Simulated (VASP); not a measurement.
Level of theory: optB88-vdW, VASP's PBE PAW potentials (set 64) (plane waves; VASP).

A VASP calculation is set up with these files.

File KPOINTS:
```
Automatic mesh
0
Gamma
8 8 12
0 0 0
```

**INCAR**
```
AGGAC  =  0.0
ALGO  =  Normal
EDIFF  =  1E-7
ENCUT  =  520
GGA  =  BO
ISIF  =  2
ISMEAR  =  -5
ISPIN  =  2
LASPH  =  .TRUE.
LCHARG  =  .TRUE.
LEFG  =  .TRUE.
LMAXMIX  =  4
LORBIT  =  11
LREAL  =  .FALSE.
LUSE_VDW  =  .TRUE.
LWAVE  =  .FALSE.
MAGMOM  =  2.4 -2.4 -0.1 0.1 0.1 -0.1
NEDOS  =  601
NELM  =  100
PARAM1  =  0.1833333333
PARAM2  =  0.22
PREC  =  Accurate
SYSTEM  =  MnO2
```

File POSCAR:
```
MnO2
1.0
  4.4106038358   0.0000000000   0.0000000000
  0.0000000000   4.4106038358   0.0000000000
  0.0000000000   0.0000000000   2.8621306051
Mn O
2 4
Cart
  0.0000000000   0.0000000000   0.0000000000
  2.2053019179   2.2053019179   1.4310653025
  1.3388910194   1.3388910194   0.0000000000
  3.5441929373   0.8664108985   1.4310653025
  0.8664108985   3.5441929373   1.4310653025
  3.0717128164   3.0717128164   0.0000000000
```

POTCAR, in this order: Mn_pv O (PBE.64 set). Program: vasp_std.

Output of the run:

File OSZICAR:
```
       N       E                     dE             d eps       ncg     rms          rms(c)
DAV:   1     0.661963840784E+03    0.66196E+03   -0.28773E+04 12896   0.202E+03
DAV:   2     0.323622245215E+02   -0.62960E+03   -0.59282E+03 13616   0.569E+02
DAV:   3    -0.487554910454E+02   -0.81118E+02   -0.79251E+02 15584   0.193E+02
DAV:   4    -0.518576736028E+02   -0.31022E+01   -0.30350E+01 14756   0.334E+01
DAV:   5    -0.519130891951E+02   -0.55416E-01   -0.55399E-01 13136   0.520E+00    0.440E+01
DAV:   6    -0.483799725919E+02    0.35331E+01   -0.18178E+02 15750   0.121E+02    0.586E+01
DAV:   7    -0.378896660612E+02    0.10490E+02   -0.14220E+02 16386   0.127E+02    0.201E+01
DAV:   8    -0.357655936873E+02    0.21241E+01   -0.93482E+00 13528   0.294E+01    0.819E+00
DAV:   9    -0.353486041986E+02    0.41699E+00   -0.21071E+00 17036   0.146E+01    0.303E+00
DAV:  10    -0.353637872033E+02   -0.15183E-01   -0.19887E-01 13272   0.376E+00    0.163E+00
DAV:  11    -0.353579626802E+02    0.58245E-02   -0.30858E-02 13544   0.206E+00    0.409E-01
DAV:  12    -0.353584495274E+02   -0.48685E-03   -0.28007E-03 14228   0.521E-01    0.234E-01
DAV:  13    -0.353582347560E+02    0.21477E-03   -0.24149E-04 15246   0.201E-01    0.106E-01
DAV:  14    -0.353581645610E+02    0.70195E-04   -0.10755E-04 14502   0.137E-01    0.384E-02
DAV:  15    -0.353581221978E+02    0.42363E-04   -0.10938E-04 14450   0.139E-01    0.218E-02
DAV:  16    -0.353581269274E+02   -0.47296E-05   -0.17105E-05 13034   0.533E-02    0.970E-03
DAV:  17    -0.353581308146E+02   -0.38872E-05   -0.27475E-06 15986   0.230E-02    0.187E-03
DAV:  18    -0.353581304228E+02    0.39179E-06   -0.29000E-07 11014   0.436E-03    0.135E-03
DAV:  19    -0.353581299785E+02    0.44428E-06   -0.10242E-08  6390   0.128E-03    0.714E-04
DAV:  20    -0.353581296694E+02    0.30910E-06   -0.11042E-08  6354   0.142E-03    0.136E-04
DAV:  21    -0.353581296536E+02    0.15794E-07   -0.52014E-09  6354   0.566E-04
   1 F= -.35358130E+02 E0= -.35358130E+02  d E =0.000000E+00  mag=     0.0000
```

OUTCAR:
```
------------------------ aborting loop because EDIFF is reached ----------------------------------------
  FORCE on cell =-STRESS in cart. coord.  units (eV):
  Direction    XX          YY          ZZ          XY          YZ          ZX
  --------------------------------------------------------------------------------------
  Total        0.0424302      0.0424302      0.1478392     -0.0000000      0.0000000      0.0000000
  in kB        1.2209559      1.2209559      4.2541688     -0.0000000      0.0000000      0.0000000
  external PRESSURE =       2.2320268 kB  Pullay stress =       0.0000000 kB
  volume of cell :       55.68
      direct lattice vectors                 reciprocal lattice vectors
     4.410603836  0.000000000  0.000000000     0.226726325  0.000000000  0.000000000
     0.000000000  4.410603836  0.000000000     0.000000000  0.226726325  0.000000000
     0.000000000  0.000000000  2.862130605     0.000000000  0.000000000  0.349390066
 POSITION                                       TOTAL-FORCE (eV/Angst)
 -----------------------------------------------------------------------------------
      0.00000      0.00000      0.00000         0.000000      0.000000      0.000000
      2.20530      2.20530      1.43107         0.000000      0.000000      0.000000
      1.33889      1.33889      0.00000         0.003102      0.003102     -0.000000
      3.54419      0.86641      1.43107         0.003102     -0.003102      0.000000
      0.86641      3.54419      1.43107        -0.003102      0.003102     -0.000000
      3.07171      3.07171      0.00000        -0.003102     -0.003102      0.000000
 -----------------------------------------------------------------------------------
    total drift:                                0.000000      0.000000      0.000000
  FREE ENERGIE OF THE ION-ELECTRON SYSTEM (eV)
  ---------------------------------------------------
  free  energy   TOTEN  =       -35.3581296536 eV

  energy  without entropy=      -35.3581296536  energy(sigma->0) =      -35.35812965

 total charge

# of ion       s       p       d       tot
------------------------------------------
    1        0.347   6.460   4.924  11.730
    2        0.347   6.460   4.924  11.730
    3        1.562   3.461   0.000   5.023
    4        1.562   3.461   0.000   5.023
    5        1.562   3.461   0.000   5.023
    6        1.562   3.461   0.000   5.023
--------------------------------------------------
tot          6.942  26.764   9.848  43.553

 magnetization (x)

# of ion       s       p       d       tot
------------------------------------------
    1        0.011   0.018   2.428   2.457
    2       -0.011  -0.018  -2.428  -2.457
    3       -0.001  -0.050   0.000  -0.051
    4        0.001   0.050   0.000   0.051
    5        0.001   0.050   0.000   0.051
    6       -0.001  -0.050   0.000  -0.051
--------------------------------------------------
tot          0.000   0.000  -0.000  -0.000

 Electric field gradients after diagonalization (V/A^2)
 (convention: |V_zz| > |V_xx| > |V_yy|)
----------------------------------------------------------------------
 ion       V_xx      V_yy      V_zz     asymmetry (V_yy - V_xx)/ V_zz
----------------------------------------------------------------------
   1      -5.345    -3.664     9.008       0.187
   2      -5.345    -3.664     9.008       0.187
   3      61.251    26.574   -87.826       0.395
   4      61.251    26.574   -87.826       0.395
   5      61.251    26.574   -87.826       0.395
   6      61.251    26.574   -87.826       0.395
```
(Selected blocks of OUTCAR.)

File OUTCAR:
```
 val. band max:        5.0828399872   @ k =   0.5000   0.3750   0.0833

 cond. band min:       4.9345629666   @ k =   0.0000   0.0000   0.0833


 Fermi energy:         5.0598609389

 spin component 1

 k-point     1 :       0.0000    0.0000    0.0000
  band No.  band energies     occupation
      1     -45.3892      1.00000
      2     -45.2853      1.00000
      3     -45.2146      1.00000
      4     -42.7172      1.00000
      5     -42.6791      1.00000
      6     -42.6541      1.00000
      7     -14.7044      1.00000
      8     -12.8398      1.00000
      9     -12.5479      1.00000
     10     -12.4474      1.00000
     11      -2.5858      1.00000
     12      -1.7594      1.00000
     13      -1.2082      1.00000
     14      -0.4928      1.00000
     15      -0.0769      1.00000
     16       1.1163      1.00000
     17       1.1854      1.00000
     18       1.7033      1.00000
     19       2.8147      1.00000
     20       2.8832      1.00000
     21       3.4767      1.00000
     22       3.5193      1.00000
     23       3.9419      1.00000
     24       4.0022      1.00000
     25       4.6344      1.00000
     26       4.8292      0.93207
     27       5.3290      0.00000
     28       6.2003      0.00000
     29       6.9148      0.00000
     30       8.2052      0.00000

 k-point     2 :       0.1250    0.0000    0.0000
  band No.  band energies     occupation
      1     -45.3892      1.00000
      2     -45.2853      1.00000
      3     -45.2146      1.00000
      4     -42.7172      1.00000
      5     -42.6792      1.00000
      6     -42.6541      1.00000
      7     -14.6442      1.00000
      8     -12.9136      1.00000
      9     -12.5532      1.00000
     10     -12.4623      1.00000
     11      -2.4751      1.00000
     12      -1.7072      1.00000
     13      -1.1044      1.00000
     14      -0.4893      1.00000
     15      -0.0587      1.00000
     16       0.9905      1.00000
...
```

For a metal the tetrahedron method with Blöchl corrections gives inexact stress and forces.

The compound is MnO2 in the rutile structure. It was relaxed first.
